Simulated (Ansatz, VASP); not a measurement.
# Ge (Germanium): VASP beside Ansatz, part 2 of 3

One calculation is typed for both programs; each brings its own data sets. How far apart do they land? The cell is taken from a series of runs on this material, whose earlier steps may have relaxed, scaled, displaced or heated it; both programs get it as it stands.

VASP 6.6.1 and Ansatz 0.2.0.

So far: The starting structure; Ansatz: zone-centre phonons, LDA.

This is not the structure that Ge takes at ambient pressure and room temperature (diamond type); it is a model or a phase of other conditions.

### Step 3. VASP: zone-centre phonons, LDA

Level of this step: LDA; plane waves and PAW (Ge_d) (VASP).

The same cell, functional (in two slightly different forms), mesh and smearing now go to VASP, with its own data sets.

Lines of VASP's logs that name or quote its potential files are left out, and so is its time.

File INCAR:

```
SYSTEM = Ge
PREC = Accurate
ENCUT = 500
EDIFF = 1E-08
NELM = 120
ISMEAR = 0
SIGMA = 0.015
LREAL = .FALSE.
ALGO = Normal
GGA = CA
NBANDS = 20
LORBIT = 11
LWAVE = .FALSE.
LCHARG = .FALSE.
ISIF = 2
ISYM = 2
IBRION = 8
LASPH = .TRUE.
GGA_COMPAT = .FALSE.
KPAR = 2
```

File POSCAR:

```
Ge
1.0
    0.0000000000      2.8358516560      2.7264203921
    2.8358516560      0.0000000000      2.7264203921
    2.8358516560      2.8358516560      0.0000000000
Ge
2
Direct
    0.4999847408      0.4999847408      0.4999608314
    0.7500152592      0.7500152592      0.7500391686
```

File KPOINTS:

```
Points of the shifted mesh
1728
Reciprocal
 0.0416666667  0.0416666667  0.0416666667 1
 0.0416666667  0.0416666667  0.1250000000 1
 0.0416666667  0.0416666667  0.2083333333 1
 0.0416666667  0.0416666667  0.2916666667 1
 0.0416666667  0.0416666667  0.3750000000 1
 0.0416666667  0.0416666667  0.4583333333 1
 0.0416666667  0.0416666667  0.5416666667 1
 0.0416666667  0.0416666667  0.6250000000 1
 0.0416666667  0.0416666667  0.7083333333 1
 0.0416666667  0.0416666667  0.7916666667 1
 0.0416666667  0.0416666667  0.8750000000 1
 0.0416666667  0.0416666667  0.9583333333 1
 0.0416666667  0.1250000000  0.0416666667 1
 0.0416666667  0.1250000000  0.1250000000 1
 0.0416666667  0.1250000000  0.2083333333 1
 0.0416666667  0.1250000000  0.2916666667 1
 0.0416666667  0.1250000000  0.3750000000 1
 0.0416666667  0.1250000000  0.4583333333 1
 0.0416666667  0.1250000000  0.5416666667 1
 0.0416666667  0.1250000000  0.6250000000 1
 0.0416666667  0.1250000000  0.7083333333 1
 0.0416666667  0.1250000000  0.7916666667 1
 0.0416666667  0.1250000000  0.8750000000 1
 0.0416666667  0.1250000000  0.9583333333 1
 0.0416666667  0.2083333333  0.0416666667 1
 0.0416666667  0.2083333333  0.1250000000 1
 0.0416666667  0.2083333333  0.2083333333 1
 0.0416666667  0.2083333333  0.2916666667 1
 0.0416666667  0.2083333333  0.3750000000 1
 0.0416666667  0.2083333333  0.4583333333 1
 0.0416666667  0.2083333333  0.5416666667 1
 0.0416666667  0.2083333333  0.6250000000 1
 0.0416666667  0.2083333333  0.7083333333 1
 0.0416666667  0.2083333333  0.7916666667 1
 0.0416666667  0.2083333333  0.8750000000 1
 0.0416666667  0.2083333333  0.9583333333 1
 0.0416666667  0.2916666667  0.0416666667 1
 0.0416666667  0.2916666667  0.1250000000 1
 0.0416666667  0.2916666667  0.2083333333 1
 0.0416666667  0.2916666667  0.2916666667 1
 0.0416666667  0.2916666667  0.3750000000 1
 0.0416666667  0.2916666667  0.4583333333 1
 0.0416666667  0.2916666667  0.5416666667 1
 0.0416666667  0.2916666667  0.6250000000 1
 0.0416666667  0.2916666667  0.7083333333 1
 0.0416666667  0.2916666667  0.7916666667 1
 0.0416666667  0.2916666667  0.8750000000 1
 0.0416666667  0.2916666667  0.9583333333 1
 0.0416666667  0.3750000000  0.0416666667 1
 0.0416666667  0.3750000000  0.1250000000 1
 0.0416666667  0.3750000000  0.2083333333 1
 0.0416666667  0.3750000000  0.2916666667 1
 0.0416666667  0.3750000000  0.3750000000 1
 0.0416666667  0.3750000000  0.4583333333 1
 0.0416666667  0.3750000000  0.5416666667 1
 0.0416666667  0.3750000000  0.6250000000 1
 0.0416666667  0.3750000000  0.7083333333 1
 0.0416666667  0.3750000000  0.7916666667 1
 0.0416666667  0.3750000000  0.8750000000 1
 0.0416666667  0.3750000000  0.9583333333 1
 0.0416666667  0.4583333333  0.0416666667 1
 0.0416666667  0.4583333333  0.1250000000 1
 0.0416666667  0.4583333333  0.2083333333 1
 0.0416666667  0.4583333333  0.2916666667 1
 0.0416666667  0.4583333333  0.3750000000 1
 0.0416666667  0.4583333333  0.4583333333 1
 0.0416666667  0.4583333333  0.5416666667 1
 0.0416666667  0.4583333333  0.6250000000 1
 0.0416666667  0.4583333333  0.7083333333 1
 0.0416666667  0.4583333333  0.7916666667 1
 0.0416666667  0.4583333333  0.8750000000 1
 0.0416666667  0.4583333333  0.9583333333 1
 0.0416666667  0.5416666667  0.0416666667 1
 0.0416666667  0.5416666667  0.1250000000 1
 0.0416666667  0.5416666667  0.2083333333 1
 0.0416666667  0.5416666667  0.2916666667 1
 0.0416666667  0.5416666667  0.3750000000 1
 0.0416666667  0.5416666667  0.4583333333 1
 0.0416666667  0.5416666667  0.5416666667 1
 0.0416666667  0.5416666667  0.6250000000 1
 0.0416666667  0.5416666667  0.7083333333 1
 0.0416666667  0.5416666667  0.7916666667 1
 0.0416666667  0.5416666667  0.8750000000 1
 0.0416666667  0.5416666667  0.9583333333 1
 0.0416666667  0.6250000000  0.0416666667 1
 0.0416666667  0.6250000000  0.1250000000 1
 0.0416666667  0.6250000000  0.2083333333 1
 0.0416666667  0.6250000000  0.2916666667 1
 0.0416666667  0.6250000000  0.3750000000 1
 0.0416666667  0.6250000000  0.4583333333 1
 0.0416666667  0.6250000000  0.5416666667 1
 0.0416666667  0.6250000000  0.6250000000 1
 0.0416666667  0.6250000000  0.7083333333 1
 0.0416666667  0.6250000000  0.7916666667 1
 0.0416666667  0.6250000000  0.8750000000 1
 0.0416666667  0.6250000000  0.9583333333 1
 0.0416666667  0.7083333333  0.0416666667 1
 0.0416666667  0.7083333333  0.1250000000 1
 0.0416666667  0.7083333333  0.2083333333 1
 0.0416666667  0.7083333333  0.2916666667 1
 0.0416666667  0.7083333333  0.3750000000 1
 0.0416666667  0.7083333333  0.4583333333 1
 0.0416666667  0.7083333333  0.5416666667 1
 0.0416666667  0.7083333333  0.6250000000 1
 0.0416666667  0.7083333333  0.7083333333 1
 0.0416666667  0.7083333333  0.7916666667 1
 0.0416666667  0.7083333333  0.8750000000 1
 0.0416666667  0.7083333333  0.9583333333 1
 0.0416666667  0.7916666667  0.0416666667 1
 0.0416666667  0.7916666667  0.1250000000 1
 0.0416666667  0.7916666667  0.2083333333 1
 0.0416666667  0.7916666667  0.2916666667 1
[... 1390 lines left out ...]
 0.8750000000  0.4583333333  0.1250000000 1
 0.8750000000  0.4583333333  0.2083333333 1
 0.8750000000  0.4583333333  0.2916666667 1
 0.8750000000  0.4583333333  0.3750000000 1
 0.8750000000  0.4583333333  0.4583333333 1
 0.8750000000  0.4583333333  0.5416666667 1
 0.8750000000  0.4583333333  0.6250000000 1
 0.8750000000  0.4583333333  0.7083333333 1
 0.8750000000  0.4583333333  0.7916666667 1
 0.8750000000  0.4583333333  0.8750000000 1
 0.8750000000  0.4583333333  0.9583333333 1
 0.8750000000  0.5416666667  0.0416666667 1
 0.8750000000  0.5416666667  0.1250000000 1
 0.8750000000  0.5416666667  0.2083333333 1
 0.8750000000  0.5416666667  0.2916666667 1
 0.8750000000  0.5416666667  0.3750000000 1
 0.8750000000  0.5416666667  0.4583333333 1
 0.8750000000  0.5416666667  0.5416666667 1
 0.8750000000  0.5416666667  0.6250000000 1
 0.8750000000  0.5416666667  0.7083333333 1
 0.8750000000  0.5416666667  0.7916666667 1
 0.8750000000  0.5416666667  0.8750000000 1
 0.8750000000  0.5416666667  0.9583333333 1
 0.8750000000  0.6250000000  0.0416666667 1
 0.8750000000  0.6250000000  0.1250000000 1
 0.8750000000  0.6250000000  0.2083333333 1
 0.8750000000  0.6250000000  0.2916666667 1
 0.8750000000  0.6250000000  0.3750000000 1
 0.8750000000  0.6250000000  0.4583333333 1
 0.8750000000  0.6250000000  0.5416666667 1
 0.8750000000  0.6250000000  0.6250000000 1
 0.8750000000  0.6250000000  0.7083333333 1
 0.8750000000  0.6250000000  0.7916666667 1
 0.8750000000  0.6250000000  0.8750000000 1
 0.8750000000  0.6250000000  0.9583333333 1
 0.8750000000  0.7083333333  0.0416666667 1
 0.8750000000  0.7083333333  0.1250000000 1
 0.8750000000  0.7083333333  0.2083333333 1
 0.8750000000  0.7083333333  0.2916666667 1
 0.8750000000  0.7083333333  0.3750000000 1
 0.8750000000  0.7083333333  0.4583333333 1
 0.8750000000  0.7083333333  0.5416666667 1
 0.8750000000  0.7083333333  0.6250000000 1
 0.8750000000  0.7083333333  0.7083333333 1
 0.8750000000  0.7083333333  0.7916666667 1
 0.8750000000  0.7083333333  0.8750000000 1
 0.8750000000  0.7083333333  0.9583333333 1
 0.8750000000  0.7916666667  0.0416666667 1
 0.8750000000  0.7916666667  0.1250000000 1
 0.8750000000  0.7916666667  0.2083333333 1
 0.8750000000  0.7916666667  0.2916666667 1
 0.8750000000  0.7916666667  0.3750000000 1
 0.8750000000  0.7916666667  0.4583333333 1
 0.8750000000  0.7916666667  0.5416666667 1
 0.8750000000  0.7916666667  0.6250000000 1
 0.8750000000  0.7916666667  0.7083333333 1
 0.8750000000  0.7916666667  0.7916666667 1
 0.8750000000  0.7916666667  0.8750000000 1
 0.8750000000  0.7916666667  0.9583333333 1
 0.8750000000  0.8750000000  0.0416666667 1
 0.8750000000  0.8750000000  0.1250000000 1
 0.8750000000  0.8750000000  0.2083333333 1
 0.8750000000  0.8750000000  0.2916666667 1
 0.8750000000  0.8750000000  0.3750000000 1
 0.8750000000  0.8750000000  0.4583333333 1
 0.8750000000  0.8750000000  0.5416666667 1
 0.8750000000  0.8750000000  0.6250000000 1
 0.8750000000  0.8750000000  0.7083333333 1
 0.8750000000  0.8750000000  0.7916666667 1
 0.8750000000  0.8750000000  0.8750000000 1
 0.8750000000  0.8750000000  0.9583333333 1
 0.8750000000  0.9583333333  0.0416666667 1
 0.8750000000  0.9583333333  0.1250000000 1
 0.8750000000  0.9583333333  0.2083333333 1
 0.8750000000  0.9583333333  0.2916666667 1
 0.8750000000  0.9583333333  0.3750000000 1
 0.8750000000  0.9583333333  0.4583333333 1
 0.8750000000  0.9583333333  0.5416666667 1
 0.8750000000  0.9583333333  0.6250000000 1
 0.8750000000  0.9583333333  0.7083333333 1
 0.8750000000  0.9583333333  0.7916666667 1
 0.8750000000  0.9583333333  0.8750000000 1
 0.8750000000  0.9583333333  0.9583333333 1
 0.9583333333  0.0416666667  0.0416666667 1
 0.9583333333  0.0416666667  0.1250000000 1
 0.9583333333  0.0416666667  0.2083333333 1
 0.9583333333  0.0416666667  0.2916666667 1
 0.9583333333  0.0416666667  0.3750000000 1
 0.9583333333  0.0416666667  0.4583333333 1
 0.9583333333  0.0416666667  0.5416666667 1
 0.9583333333  0.0416666667  0.6250000000 1
 0.9583333333  0.0416666667  0.7083333333 1
 0.9583333333  0.0416666667  0.7916666667 1
 0.9583333333  0.0416666667  0.8750000000 1
 0.9583333333  0.0416666667  0.9583333333 1
 0.9583333333  0.1250000000  0.0416666667 1
 0.9583333333  0.1250000000  0.1250000000 1
 0.9583333333  0.1250000000  0.2083333333 1
 0.9583333333  0.1250000000  0.2916666667 1
 0.9583333333  0.1250000000  0.3750000000 1
 0.9583333333  0.1250000000  0.4583333333 1
 0.9583333333  0.1250000000  0.5416666667 1
 0.9583333333  0.1250000000  0.6250000000 1
 0.9583333333  0.1250000000  0.7083333333 1
 0.9583333333  0.1250000000  0.7916666667 1
 0.9583333333  0.1250000000  0.8750000000 1
 0.9583333333  0.1250000000  0.9583333333 1
 0.9583333333  0.2083333333  0.0416666667 1
 0.9583333333  0.2083333333  0.1250000000 1
 0.9583333333  0.2083333333  0.2083333333 1
 0.9583333333  0.2083333333  0.2916666667 1
 0.9583333333  0.2083333333  0.3750000000 1
 0.9583333333  0.2083333333  0.4583333333 1
 0.9583333333  0.2083333333  0.5416666667 1
 0.9583333333  0.2083333333  0.6250000000 1
 0.9583333333  0.2083333333  0.7083333333 1
 0.9583333333  0.2083333333  0.7916666667 1
 0.9583333333  0.2083333333  0.8750000000 1
 0.9583333333  0.2083333333  0.9583333333 1
 0.9583333333  0.2916666667  0.0416666667 1
 0.9583333333  0.2916666667  0.1250000000 1
 0.9583333333  0.2916666667  0.2083333333 1
 0.9583333333  0.2916666667  0.2916666667 1
 0.9583333333  0.2916666667  0.3750000000 1
 0.9583333333  0.2916666667  0.4583333333 1
 0.9583333333  0.2916666667  0.5416666667 1
 0.9583333333  0.2916666667  0.6250000000 1
 0.9583333333  0.2916666667  0.7083333333 1
 0.9583333333  0.2916666667  0.7916666667 1
 0.9583333333  0.2916666667  0.8750000000 1
 0.9583333333  0.2916666667  0.9583333333 1
 0.9583333333  0.3750000000  0.0416666667 1
 0.9583333333  0.3750000000  0.1250000000 1
 0.9583333333  0.3750000000  0.2083333333 1
 0.9583333333  0.3750000000  0.2916666667 1
 0.9583333333  0.3750000000  0.3750000000 1
 0.9583333333  0.3750000000  0.4583333333 1
 0.9583333333  0.3750000000  0.5416666667 1
 0.9583333333  0.3750000000  0.6250000000 1
 0.9583333333  0.3750000000  0.7083333333 1
 0.9583333333  0.3750000000  0.7916666667 1
 0.9583333333  0.3750000000  0.8750000000 1
 0.9583333333  0.3750000000  0.9583333333 1
 0.9583333333  0.4583333333  0.0416666667 1
 0.9583333333  0.4583333333  0.1250000000 1
 0.9583333333  0.4583333333  0.2083333333 1
 0.9583333333  0.4583333333  0.2916666667 1
 0.9583333333  0.4583333333  0.3750000000 1
 0.9583333333  0.4583333333  0.4583333333 1
 0.9583333333  0.4583333333  0.5416666667 1
 0.9583333333  0.4583333333  0.6250000000 1
 0.9583333333  0.4583333333  0.7083333333 1
 0.9583333333  0.4583333333  0.7916666667 1
 0.9583333333  0.4583333333  0.8750000000 1
 0.9583333333  0.4583333333  0.9583333333 1
 0.9583333333  0.5416666667  0.0416666667 1
 0.9583333333  0.5416666667  0.1250000000 1
 0.9583333333  0.5416666667  0.2083333333 1
 0.9583333333  0.5416666667  0.2916666667 1
 0.9583333333  0.5416666667  0.3750000000 1
 0.9583333333  0.5416666667  0.4583333333 1
 0.9583333333  0.5416666667  0.5416666667 1
 0.9583333333  0.5416666667  0.6250000000 1
 0.9583333333  0.5416666667  0.7083333333 1
 0.9583333333  0.5416666667  0.7916666667 1
 0.9583333333  0.5416666667  0.8750000000 1
 0.9583333333  0.5416666667  0.9583333333 1
 0.9583333333  0.6250000000  0.0416666667 1
 0.9583333333  0.6250000000  0.1250000000 1
 0.9583333333  0.6250000000  0.2083333333 1
 0.9583333333  0.6250000000  0.2916666667 1
 0.9583333333  0.6250000000  0.3750000000 1
 0.9583333333  0.6250000000  0.4583333333 1
 0.9583333333  0.6250000000  0.5416666667 1
 0.9583333333  0.6250000000  0.6250000000 1
 0.9583333333  0.6250000000  0.7083333333 1
 0.9583333333  0.6250000000  0.7916666667 1
 0.9583333333  0.6250000000  0.8750000000 1
 0.9583333333  0.6250000000  0.9583333333 1
 0.9583333333  0.7083333333  0.0416666667 1
 0.9583333333  0.7083333333  0.1250000000 1
 0.9583333333  0.7083333333  0.2083333333 1
 0.9583333333  0.7083333333  0.2916666667 1
 0.9583333333  0.7083333333  0.3750000000 1
 0.9583333333  0.7083333333  0.4583333333 1
 0.9583333333  0.7083333333  0.5416666667 1
 0.9583333333  0.7083333333  0.6250000000 1
 0.9583333333  0.7083333333  0.7083333333 1
 0.9583333333  0.7083333333  0.7916666667 1
 0.9583333333  0.7083333333  0.8750000000 1
 0.9583333333  0.7083333333  0.9583333333 1
 0.9583333333  0.7916666667  0.0416666667 1
 0.9583333333  0.7916666667  0.1250000000 1
 0.9583333333  0.7916666667  0.2083333333 1
 0.9583333333  0.7916666667  0.2916666667 1
 0.9583333333  0.7916666667  0.3750000000 1
 0.9583333333  0.7916666667  0.4583333333 1
 0.9583333333  0.7916666667  0.5416666667 1
 0.9583333333  0.7916666667  0.6250000000 1
 0.9583333333  0.7916666667  0.7083333333 1
 0.9583333333  0.7916666667  0.7916666667 1
 0.9583333333  0.7916666667  0.8750000000 1
 0.9583333333  0.7916666667  0.9583333333 1
 0.9583333333  0.8750000000  0.0416666667 1
 0.9583333333  0.8750000000  0.1250000000 1
 0.9583333333  0.8750000000  0.2083333333 1
 0.9583333333  0.8750000000  0.2916666667 1
 0.9583333333  0.8750000000  0.3750000000 1
 0.9583333333  0.8750000000  0.4583333333 1
 0.9583333333  0.8750000000  0.5416666667 1
 0.9583333333  0.8750000000  0.6250000000 1
 0.9583333333  0.8750000000  0.7083333333 1
 0.9583333333  0.8750000000  0.7916666667 1
 0.9583333333  0.8750000000  0.8750000000 1
 0.9583333333  0.8750000000  0.9583333333 1
 0.9583333333  0.9583333333  0.0416666667 1
 0.9583333333  0.9583333333  0.1250000000 1
 0.9583333333  0.9583333333  0.2083333333 1
 0.9583333333  0.9583333333  0.2916666667 1
 0.9583333333  0.9583333333  0.3750000000 1
 0.9583333333  0.9583333333  0.4583333333 1
 0.9583333333  0.9583333333  0.5416666667 1
 0.9583333333  0.9583333333  0.6250000000 1
 0.9583333333  0.9583333333  0.7083333333 1
 0.9583333333  0.9583333333  0.7916666667 1
 0.9583333333  0.9583333333  0.8750000000 1
 0.9583333333  0.9583333333  0.9583333333 1
```

The projector-augmented-wave data sets are Ge_d (LDA family, release 64).

On the command line:

```bash
$ mpirun -np 2 vasp_std
```

The program printed:

```text
[banner, memory and clock lines left out]
running    2 mpi-ranks, on    1 nodes
 distrk:  each k-point on    1 cores,    2 groups
 distr:  one band on    1 cores,    1 groups

 POSCAR found type information on POSCAR Ge
 POSCAR found :  1 types and       2 ions
 LDA part: xc-table for (Slater(with rela. corr.)+CA(PZ))
 , standard interpolation
 POSCAR, INCAR and KPOINTS ok, starting setup
 FFT: planning ... GRIDC
 FFT: planning ... GRID_SOFT
 FFT: planning ... GRID
 WAVECAR not read
 entering main loop
       N       E                     dE             d eps       ncg     rms          rms(c)
DAV:   1     0.182760456380E+03    0.18276E+03   -0.14691E+04 74532   0.373E+03
DAV:   2     0.147658510503E+02   -0.16799E+03   -0.16353E+03 69264   0.585E+02
DAV:   3    -0.978480809509E+01   -0.24551E+02   -0.24381E+02 78020   0.143E+02
DAV:   4    -0.105551507382E+02   -0.77034E+00   -0.76980E+00 77804   0.298E+01
DAV:   5    -0.105675367825E+02   -0.12386E-01   -0.12386E-01 77392   0.410E+00    0.342E+00
DAV:   6    -0.104416693150E+02    0.12587E+00   -0.41020E-02 76548   0.169E+00    0.196E+00
DAV:   7    -0.103789187291E+02    0.62751E-01   -0.82057E-02 72480   0.213E+00    0.142E-01
DAV:   8    -0.103796271561E+02   -0.70843E-03   -0.58165E-03 78160   0.870E-01    0.455E-02
DAV:   9    -0.103796614371E+02   -0.34281E-04   -0.89363E-05 80436   0.967E-02    0.134E-02
DAV:  10    -0.103796578029E+02    0.36343E-05   -0.97485E-06 93564   0.478E-02    0.437E-03
DAV:  11    -0.103796576472E+02    0.15562E-06   -0.10549E-06 74176   0.826E-03    0.179E-03
DAV:  12    -0.103796576450E+02    0.22419E-08   -0.80473E-08 94184   0.434E-03
   1 F= -.10379658E+02 E0= -.10379658E+02  d E =-.753482E-09
 Linear response reoptimize wavefunctions to high precision
DAV:   1    -0.103796576447E+02    0.32378E-09   -0.44470E-09 65648   0.587E-04
DAV:   2    -0.103796576447E+02   -0.24556E-10   -0.19381E-10 44572   0.161E-04
 Linear response DOF=           2
 Linear response progress:
  Degree of freedom:   1/  2
       N       E                     dE             d eps       ncg     rms          rms(c)
RMM:   1    -0.188162181683E+00   -0.18816E+00    0.85445E+00 84261   0.449E+01
RMM:   2    -0.195649145335E+00   -0.74870E-02   -0.13626E-02111345   0.113E+00    0.774E-02
RMM:   3    -0.195717857860E+00   -0.68713E-04   -0.99423E-04119163   0.327E-01    0.445E-02
RMM:   4    -0.195668694605E+00    0.49163E-04   -0.66549E-05126672   0.834E-02    0.484E-03
RMM:   5    -0.195675448920E+00   -0.67543E-05   -0.45963E-06122027   0.193E-02    0.249E-03
RMM:   6    -0.195686721226E+00   -0.11272E-04   -0.23180E-07123568   0.528E-03    0.304E-04
RMM:   7    -0.195685881738E+00    0.83949E-06   -0.48882E-08127635   0.175E-03    0.197E-04
RMM:   8    -0.195685324558E+00    0.55718E-06   -0.25186E-09128668   0.604E-04    0.405E-05
RMM:   9    -0.195685171507E+00    0.15305E-06   -0.31080E-09129603   0.271E-04    0.183E-05
RMM:  10    -0.195685292056E+00   -0.12055E-06   -0.17738E-08129273   0.129E-04    0.525E-06
RMM:  11    -0.195685295488E+00   -0.34319E-08   -0.14665E-08129369   0.735E-05    0.306E-06
 first order change of Fermi-energy   0.21767E+01
 force on displaced ion       1 direction 1 : -11.973  -0.005   0.004
 Linear response progress:
  Degree of freedom:   2/  2
       N       E                     dE             d eps       ncg     rms          rms(c)
RMM:   1    -0.187719681771E+00   -0.18772E+00    0.87949E+00 83934   0.455E+01
RMM:   2    -0.195284219569E+00   -0.75645E-02   -0.14078E-02112162   0.113E+00    0.750E-02
RMM:   3    -0.195336783508E+00   -0.52564E-04   -0.93934E-04118798   0.316E-01    0.431E-02
RMM:   4    -0.195282389732E+00    0.54394E-04   -0.67773E-05126806   0.831E-02    0.499E-03
RMM:   5    -0.195289394176E+00   -0.70044E-05   -0.41951E-06122517   0.188E-02    0.242E-03
RMM:   6    -0.195300056462E+00   -0.10662E-04   -0.26171E-07124369   0.518E-03    0.340E-04
RMM:   7    -0.195299559161E+00    0.49730E-06   -0.41645E-08127298   0.164E-03    0.207E-04
RMM:   8    -0.195299254652E+00    0.30451E-06   -0.67321E-09129220   0.564E-04    0.400E-05
RMM:   9    -0.195299081086E+00    0.17357E-06   -0.46563E-09128362   0.252E-04    0.152E-05
RMM:  10    -0.195299148742E+00   -0.67655E-07   -0.74977E-09129672   0.119E-04    0.524E-06
RMM:  11    -0.195299165240E+00   -0.16498E-07   -0.16153E-08130425   0.686E-05    0.230E-06
RMM:  12    -0.195299182068E+00   -0.16828E-07   -0.14261E-08134052   0.461E-05    0.143E-06
RMM:  13    -0.195299196885E+00   -0.14817E-07   -0.33704E-09135019   0.363E-05    0.172E-07
RMM:  14    -0.195299195440E+00    0.14451E-08   -0.22366E-09114142   0.311E-05    0.140E-07
 first order change of Fermi-energy   0.45791E-01
 force on displaced ion       1 direction 3 :   0.004   0.004 -11.751
 Linear response finished
```

[end of part 2 of 3]

[Lines on the potential files, build, host, timing and source positions are cut from VASP's logs without a mark.]

[Logs are printed without paths, hosts, clocks, repeated set-up lines and the standing remarks that a program may print on its own settings, such as how far it seeks lower states.]

[Hosts, paths, dates, database ids (printed as entryN), source tags and the programs' standing remarks are cut or masked in the printed files.]
